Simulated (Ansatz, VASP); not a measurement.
# Cross-check of Sn between VASP and Ansatz, part 2 of 2

One calculation is typed for both programs; each brings its own data sets. How far apart do they land? Of the first pair: The cell is taken from a series of runs on this material, whose earlier steps may have relaxed, scaled, displaced or heated it; both programs get it as it stands.

VASP 6.6.1 and Ansatz 0.2.0.

So far: Starting point; VASP: relaxation of cell and atoms, PBEsol; Ansatz: relaxation of cell and atoms, PBEsol; Comparison.

### 5. Ansatz: relaxation, PBEsol

Level of this step: Ansatz beside VASP: Kohn-Sham DFT, plane waves, PBEsol (Ansatz).

This run makes the geometry at which the two programs are then compared.

The structure compared here is the end of the Ansatz relaxation.

The input, input.yaml:

```yaml
crystal:
  lattice:
    - [0.0, 3.335693048, 3.2366089378]
    - [3.335693048, 0.0, 3.2366089378]
    - [3.335693048, 3.335693048, 0.0]
  atoms:
    - { symbol: Sn, position: [0.5, 0.5, 0.5] }
    - { symbol: Sn, position: [0.75, 0.75, 0.75] }
  conventional_axes: [[-1, 1, 1], [1, -1, 1], [1, 1, -1]]
kpoints:
  mp_grid: { grid: [12, 12, 12] }
hamiltonian:
  xc: pbesol
  pseudopotentials: { kind: paw, azcp: { folder: soft_1 }, xc_functional: pbe }
scf:
  occupations: { method: methfessel_paxton, width: 0.2 }
output:
  forces: true
  stress: true
  eigenvalues: true
relax:
  adjacent_minimum: "off"
  f_tol: 0.001
  max_steps: 60
  cell: { stress_tol: 0.01, fix: [a, b, gamma] }
```

Started as:

```
> ansatz run input.yaml --threads 4 --pin off --max-ram 10240MiB --backend cpu --events-out ev --progress --plain --runs-dir out
```

Numbers of over 12 decimals in the logs are rounded to 6 here.

Output:

```text
[...]
Crystal: 2 atoms, lattice volume = 72.027 Å³
Basis set: ecut = 420 eV, 1411 PW (Γ), exchange–correlation on 64×64×64 points (8 copies of the dense FFT grid, shifted against one another)
Bands: 18, of which v1, the nominal top of the filled ones, is band 14 counted from 1 (13 counted from 0)
Symmetry: 16 space group operations
[...]
k-points: 163 of 1728
[...]
k-point 162: bands = [... 10 lower, -0.1027, -0.1027, 4.7296, 4.7296, 7.8484, 7.8484, 14.6672, 14.6672]
--- Relaxed structure (2 steps of the walk, 2 accepted, 1 SCFs on fresh bases) ---
[...]
cell:  # Å, volume = 71.2814 Å³
    - [0.0, 3.335693048, 3.203126]
    - [3.335693048, 0, 3.203126]
    - [3.335693048, 3.335693048, 0]
  atoms:
    - { symbol: Sn, position: [0.5, 0.5, 0.5] }
    - { symbol: Sn, position: [0.750000, 0.750000, 0.750000] }
[key lines of the parts left out:]
SCF converged after 6 iterations
Free energy (F): -11899.636155 eV
Fermi energy:    7.170112 eV
P = ⅓ Tr σ = -0.7595 GPa (-7.595 kbar)
```

### 6. VASP: single point, PBEsol, pair 2

The same cell, functional, mesh and smearing now go to VASP, with its own data sets.

The input, INCAR:

```
SYSTEM = Sn
PREC = Accurate
ENCUT = 500
EDIFF = 1E-06
NELM = 120
ISMEAR = 1
SIGMA = 0.2
LREAL = .FALSE.
ALGO = Normal
GGA = PS
NBANDS = 20
LORBIT = 11
LWAVE = .FALSE.
LCHARG = .FALSE.
ISIF = 2
LASPH = .TRUE.
GGA_COMPAT = .FALSE.
KPAR = 2
```

The input, POSCAR:

```
Sn
1.0
    0.0000000000      3.3356930480      3.2031264347
    3.3356930480      0.0000000000      3.2031264347
    3.3356930480      3.3356930480      0.0000000000
Sn
2
Direct
    0.5000000000      0.5000000000      0.5000000000
    0.7500000000      0.7500000000      0.7500000000
```

The input, KPOINTS:

```
Automatic mesh
0
Gamma
12 12 12
0 0 0
```

Potentials, in the order of the species: Sn_d (PBE family, release 64).

Started as:

```
> mpirun -np 2 vasp_std
```

Output:

```text
[banner, memory and clock lines left out]
running    2 mpi-ranks, on    1 nodes
[...]
[... a notice as in an earlier step ...]

 LDA part: xc-table for (Slater+PW92), standard interpolation
 POSCAR, INCAR and KPOINTS ok, starting setup
[...]
entering main loop
       N       E                     dE             d eps       ncg     rms          rms(c)
DAV:   1     0.220283739068E+03    0.22028E+03   -0.14749E+04  6572   0.196E+03
DAV:   2     0.147204529897E+02   -0.20556E+03   -0.20174E+03  6544   0.439E+02
DAV:   3    -0.779867246922E+01   -0.22519E+02   -0.22378E+02  7524   0.142E+02
DAV:   4    -0.852293033880E+01   -0.72426E+00   -0.72376E+00  7392   0.287E+01
[...]
DAV:  10    -0.845506444780E+01   -0.15036E-04   -0.22764E-05  7652   0.417E-02    0.514E-03
DAV:  11    -0.845506618157E+01   -0.17338E-05   -0.24964E-06  5740   0.130E-02    0.854E-04
DAV:  12    -0.845506610280E+01    0.78770E-07   -0.21858E-07  4604   0.646E-03
   1 F= -.84550661E+01 E0= -.84549677E+01  d E =-.295264E-03
```

From OUTCAR (step 6):

```text
  Total       -0.5330526     -0.5330526     -0.0297516      0.0000000      0.0000000      0.0000000
  in kB      -11.9813138    -11.9813138     -0.6687209      0.0000000      0.0000000      0.0000000
  external PRESSURE =      -8.2104495 kB  Pullay stress =       0.0000000 kB

 POSITION                                       TOTAL-FORCE (eV/Angst)
 -----------------------------------------------------------------------------------
      3.33569      3.33569      3.20313        -0.000000     -0.000000      0.000000
      5.00354      5.00354      4.80469         0.000000      0.000000      0.000000
 -----------------------------------------------------------------------------------
    total drift:                                0.000000      0.000000      0.000000

  FREE ENERGIE OF THE ION-ELECTRON SYSTEM (eV)
  ---------------------------------------------------
  free  energy   TOTEN  =        -8.4550661028 eV

  energy  without entropy=       -8.4547708388  energy(sigma->0) =       -8.45496768

[... 3 further parts left out ...]
[key lines of the parts left out:]
E-fermi :   5.0206
```

The run ends at a pressure of -0.82 GPa.

### 7. Side by side

What differs besides the data sets and the points named for the pairs above, as far as they apply: Ansatz's pressure holds a Pulay correction, VASP's none. Total energies have different zeros and are not compared.

The two programs side by side:

```
      quantity  Ansatz   VASP  difference
pressure (GPa)   -0.76  -0.82       +0.06
```

### 8. Ansatz: relaxation, PBEsol

This run makes the geometry at which the two programs are then compared. The cell compared in this pair holds 67.12 Å³, against 71.28 Å³ for the pair before.

The structure compared here is the end of the Ansatz relaxation.

Edit input.yaml of step 5 so:

```diff
@@ -2,5 +2,5 @@
   lattice:
-    - [0.0, 3.335693048, 3.2366089378]
-    - [3.335693048, 0.0, 3.2366089378]
-    - [3.335693048, 3.335693048, 0.0]
+    - [0.0, 3.13947581, 3.3709741467]
+    - [3.13947581, 0.0, 3.3709741467]
+    - [3.13947581, 3.13947581, 0.0]
   atoms:
```

Started as:

```
> ansatz run input.yaml --threads 4 --pin off --max-ram 10240MiB --backend cpu --events-out ev --progress --plain --runs-dir out
```

Output:

```text
[...]
Crystal: 2 atoms, lattice volume = 66.451 Å³
Basis set: ecut = 420 eV, 1307 PW (Γ), exchange–correlation on 64×64×60 points (8 copies of the dense FFT grid, shifted against one another)
Bands: 18, of which v1, the nominal top of the filled ones, is band 14 counted from 1 (13 counted from 0)
Symmetry: 16 space group operations
[...]
k-points: 163 of 1728
[...]
k-point 162: bands = [... 10 lower, 0.1705, 0.1705, 5.7523, 5.7523, 9.0569, 9.0569, 15.6884, 15.6884]
--- Relaxed structure (3 steps of the walk, 3 accepted, 1 SCFs on fresh bases) ---
[...]
cell:  # Å, volume = 67.1164 Å³
    - [0.0, 3.13947581, 3.404743]
    - [3.13947581, 0.0, 3.404743]
    - [3.13947581, 3.13947581, 0.0]
  atoms:
    - { symbol: Sn, position: [0.5, 0.5, 0.500000] }
    - { symbol: Sn, position: [0.75, 0.75, 0.750000] }
[key lines of the parts left out:]
SCF converged after 7 iterations
Free energy (F): -11899.599927 eV
Fermi energy:    7.989699 eV
P = ⅓ Tr σ = 1.8528 GPa (18.528 kbar)
```

### 9. VASP: single point, PBEsol, pair 3

The same cell, functional, mesh and smearing now go to VASP, with its own data sets.

INCAR is that of step 6.

The input, POSCAR:

```
Sn
1.0
    0.0000000000      3.1394758100      3.4047433617
    3.1394758100      0.0000000000      3.4047433617
    3.1394758100      3.1394758100      0.0000000000
Sn
2
Direct
    0.5000000000      0.5000000000      0.5000000000
    0.7500000000      0.7500000000      0.7500000000
```

KPOINTS is that of step 6.

Started as:

```
> mpirun -np 2 vasp_std
```

Output:

```text
[... set-up lines as in an earlier step ...]
 entering main loop
       N       E                     dE             d eps       ncg     rms          rms(c)
DAV:   1     0.220911152099E+03    0.22091E+03   -0.14754E+04  6532   0.200E+03
DAV:   2     0.146934249549E+02   -0.20622E+03   -0.20243E+03  6528   0.442E+02
DAV:   3    -0.779148346638E+01   -0.22485E+02   -0.22346E+02  7440   0.142E+02
DAV:   4    -0.850405123527E+01   -0.71257E+00   -0.71214E+00  7424   0.285E+01
[...]
DAV:  10    -0.841925105288E+01   -0.10246E-04   -0.20049E-05  7708   0.434E-02    0.497E-03
DAV:  11    -0.841925236947E+01   -0.13166E-05   -0.23324E-06  5716   0.126E-02    0.842E-04
DAV:  12    -0.841925224503E+01    0.12444E-06   -0.22288E-07  4428   0.697E-03
   1 F= -.84192522E+01 E0= -.84193109E+01  d E =0.176069E-03
```

OUTCAR, selected parts (step 9):

```text
  Total        1.1371989      1.1371989     -0.0333881      0.0000000      0.0000000      0.0000000
  in kB       27.1467814     27.1467814     -0.7970280      0.0000000      0.0000000      0.0000000
  external PRESSURE =      17.8321783 kB  Pullay stress =       0.0000000 kB

 POSITION                                       TOTAL-FORCE (eV/Angst)
 -----------------------------------------------------------------------------------
      3.13948      3.13948      3.40474         0.000000      0.000000     -0.000000
      4.70921      4.70921      5.10712        -0.000000     -0.000000      0.000000
 -----------------------------------------------------------------------------------
    total drift:                                0.000000      0.000000      0.000000

  FREE ENERGIE OF THE ION-ELECTRON SYSTEM (eV)
  ---------------------------------------------------
  free  energy   TOTEN  =        -8.4192522450 eV

  energy  without entropy=       -8.4194283144  energy(sigma->0) =       -8.41931093

[... 1 part as in an earlier step ...]

[... 2 further parts left out ...]
[key lines of the parts left out:]
E-fermi :   5.7099
```

The run ends at a pressure of 1.78 GPa.

### 10. Comparison

Both answers:

```
      quantity  Ansatz  VASP  difference
pressure (GPa)    1.85  1.78       +0.07
```

### 11. Outcome

```
difference in volume (relaxation of cell and atoms, PBEsol) : 0.22 %
difference in pressure (single point, PBEsol, pair 2)       : 0.062 GPa
difference in pressure (single point, PBEsol, pair 3)       : 0.070 GPa
```

What this shows: The difference in volume is 0.22 % (relaxation of cell and atoms, PBEsol), within the 1.2 % picked in this series as the mark of a large difference, as far as the stopping tolerances let one tell. 5 further runs of this series are not shown here. Such differences can come from data sets, numerical settings and the points named under the comparisons, not from the functional's error against experiment.

[Lines on the potential files, build, host, timing and source positions are cut from VASP's logs without a mark.]

[Logs are printed without paths, hosts, clocks, repeated set-up lines and the standing remarks that a program may print on its own settings, such as how far it seeks lower states.]

[Hosts, paths, dates, database ids (printed as entryN), source tags and the programs' standing remarks are cut or masked in the printed files.]
